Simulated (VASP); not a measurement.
Wanted: the native input for a VASP 6.6.1 run.

| Item | Value |
| --- | --- |
| Task | single point |
| Functional | PBE |
| Potentials or basis | VASP PAW PBE potentials, release 64 (Ca_sv, Li_sv, Br) |
| Cutoff | 520 eV |
| k mesh | 4 × 4 × 4 |
| Occupations | methfessel-paxton, width 0.02 eV |
| Spin | no spin polarisation |
| Dipole correction | no |
| Further INCAR settings | ALGO = Normal; EDIFF = 1e-06; NBANDS = 25 |

The structure of LiCaBr3 lies in POSCAR:

```
LiCaBr3
1.0
    5.0631252281      0.0000000000      0.0000000000
    0.0000000000      5.0631252281      0.0000000000
    0.0000000000      0.0000000000      5.0631252281
Ca Li Br
1 1 3
Direct
    0.0000000000      0.0000000000      0.0000000000
    0.5000000000      0.5000000000      0.5000000000
    0.5000000000      0.5000000000      0.0000000000
    0.0000000000      0.5000000000      0.5000000000
    0.5000000000      0.0000000000      0.5000000000
```

The cell was built by a generator and needn't be a form met in nature.

One way to write it, as run:

INCAR

```
SYSTEM = LiCaBr3
  ALGO = Normal
  EDIFF = 1E-6
  ENCUT = 520
  GGA = PE
  ISIF = 2
  ISMEAR = 1
  LASPH = .TRUE.
  LCHARG = .TRUE.
  LELF = .TRUE.
  LREAL = .FALSE.
  LVHAR = .TRUE.
  LWAVE = .FALSE.
  NBANDS = 25
  NELM = 100
  PREC = Accurate
  SIGMA = 0.02
```

KPOINTS

```
k-points
0
G
  4 4 4
  0 0 0
```

Potentials or basis: VASP PAW PBE potentials, release 64 (Ca_sv, Li_sv, Br).

The run is started by

```console
$ cat potpaw_PBE.64/Ca_sv/POTCAR potpaw_PBE.64/Li_sv/POTCAR potpaw_PBE.64/Br/POTCAR > POTCAR
$ mpirun -np 1 vasp_std > vasp.out
```

It gave:

```json
{
  "Band gap on the k mesh": "2.20 eV, indirect (least direct gap 2.49 eV)"
}
```

Run time: 20 s on 1 thread of Intel(R) Xeon(R) Platinum 8488C (Sapphire Rapids), on a shared host, peak memory 0.25 GiB.
